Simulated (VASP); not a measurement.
Data:

```
Gd
1.0
    1.78137    -3.08541     0.00000
    1.78137     3.08541     0.00000
    0.00000     0.00000     5.62692
Gd
2
Cartesian
  1.78137   1.22847   1.40673
  1.78137  -1.02847   4.22019
```

Level of theory: PBEsol GGA, VASP's PBE PAW potentials (set 64) (plane waves; VASP). Run with 480 eV cut-off, 12×12×6 Γ-centred mesh, first-order Methfessel-Paxton smearing of 0.10 eV, potentials Gd_3.

The 4f electrons are frozen in the core of the lanthanide potential, so 4f levels, which can set the real gap, and their magnetism are missing.

### Question
Predict the energy per atom (σ→0), largest force, band gap (on the k-mesh) with the smallest direct gap where there is one.

### Answer

```
Property                                                    Result
------------------------  ----------------------------------------
band gap (on the k-mesh)  none (metal, semimetal or under 0.01 eV)
energy per atom (σ→0)                               -5.012 eV/atom
largest force                                      0.00557 Ry/bohr
```

The compound is Gd in the hcp structure. This cell was strained or had an atom moved on purpose.
